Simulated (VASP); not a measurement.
These are PBE GGA, VASP's PBE PAW potentials (set 64) (plane waves; VASP 6.6.1) values and carry that method's errors.

The input files of a VASP run:

**POSCAR**
```
TlSnF3
1
    4.3668530000     0.0000000000     0.0000000000
    0.0000000000     4.3668530000     0.0000000000
    0.0000000000     0.0000000000     4.3668530000
Tl Sn F
1 1 3
Direct
  0.0000000000   0.0000000000   0.0000000000
  0.5000000000   0.5000000000   0.5000000000
  0.0000000000   0.5000000000   0.5000000000
  0.5000000000   0.5000000000   0.0000000000
  0.5000000000   0.0000000000   0.5000000000
```

INCAR:
```
SYSTEM = TlSnF3
PREC = Accurate; ENCUT = 400; LREAL = F
LASPH = T
EDIFF = 1E-6; NELM = 100; ALGO = Normal
LMAXMIX = 4
ISMEAR = 0; SIGMA = 0.05
GGA = PE
ISIF = 2
LWAVE = F; LCHARG = F
```

KPOINTS:
```
kpoints
0
gamma
5 5 5
0 0 0
```

POTCAR, in this order: Tl_d Sn_d F (PBE.64 set). Program: vasp_std.

The run wrote:

### OSZICAR
```
       N       E                     dE             d eps       ncg     rms          rms(c)
DAV:   1     0.506411288767E+03    0.50641E+03   -0.21938E+04   580   0.186E+03
DAV:   2     0.303208893691E+02   -0.47609E+03   -0.45928E+03   660   0.532E+02
DAV:   3    -0.211171004236E+02   -0.51438E+02   -0.50345E+02   628   0.163E+02
DAV:   4    -0.230688000704E+02   -0.19517E+01   -0.19277E+01   636   0.331E+01
DAV:   5    -0.231215365912E+02   -0.52737E-01   -0.52705E-01   700   0.542E+00    0.917E+00
DAV:   6    -0.206920666594E+02    0.24295E+01   -0.99677E+00   744   0.268E+01    0.353E+00
DAV:   7    -0.206820596629E+02    0.10007E-01   -0.66259E-01   576   0.497E+00    0.204E+00
DAV:   8    -0.206528499432E+02    0.29210E-01   -0.12666E-01   720   0.351E+00    0.441E-01
DAV:   9    -0.206491945692E+02    0.36554E-02   -0.23601E-02   800   0.143E+00    0.111E-01
DAV:  10    -0.206497925625E+02   -0.59799E-03   -0.19519E-03   608   0.381E-01    0.464E-02
DAV:  11    -0.206498466535E+02   -0.54091E-04   -0.14938E-04   664   0.841E-02    0.221E-02
DAV:  12    -0.206498437530E+02    0.29005E-05   -0.57407E-05   740   0.108E-01    0.958E-03
DAV:  13    -0.206498434101E+02    0.34292E-06   -0.43381E-06   592   0.188E-02
   1 F= -.20649843E+02 E0= -.20649843E+02  d E =-.442438E-15
```

OUTCAR:
```
------------------------ aborting loop because EDIFF is reached ----------------------------------------
  FORCE on cell =-STRESS in cart. coord.  units (eV):
  Direction    XX          YY          ZZ          XY          YZ          ZX
  --------------------------------------------------------------------------------------
  Total        5.2421069      5.2421069      5.2421069     -0.0000000     -0.0000000      0.0000000
  in kB      100.8580891    100.8580891    100.8580891     -0.0000000     -0.0000000      0.0000000
  external PRESSURE =     100.8580891 kB  Pullay stress =       0.0000000 kB
  volume of cell :       83.27
      direct lattice vectors                 reciprocal lattice vectors
     4.366853000  0.000000000  0.000000000     0.228997862  0.000000000  0.000000000
     0.000000000  4.366853000  0.000000000     0.000000000  0.228997862  0.000000000
     0.000000000  0.000000000  4.366853000     0.000000000  0.000000000  0.228997862
 POSITION                                       TOTAL-FORCE (eV/Angst)
 -----------------------------------------------------------------------------------
      0.00000      0.00000      0.00000         0.000000      0.000000      0.000000
      2.18343      2.18343      2.18343         0.000000      0.000000      0.000000
      0.00000      2.18343      2.18343         0.000000      0.000000      0.000000
      2.18343      2.18343      0.00000         0.000000      0.000000      0.000000
      2.18343      0.00000      2.18343         0.000000      0.000000      0.000000
 -----------------------------------------------------------------------------------
    total drift:                                0.000000      0.000000      0.000000
  FREE ENERGIE OF THE ION-ELECTRON SYSTEM (eV)
  ---------------------------------------------------
  free  energy   TOTEN  =       -20.6498434101 eV

  energy  without entropy=      -20.6498434101  energy(sigma->0) =      -20.64984341
```
(Selected blocks of OUTCAR.)

At this cut-off the stress carries a Pulay error, which pulls relaxed volumes low.

The structure was generated: TlSnF3 was put into an ordered model structure, which need not be its known phase. The cell was not relaxed at this level.
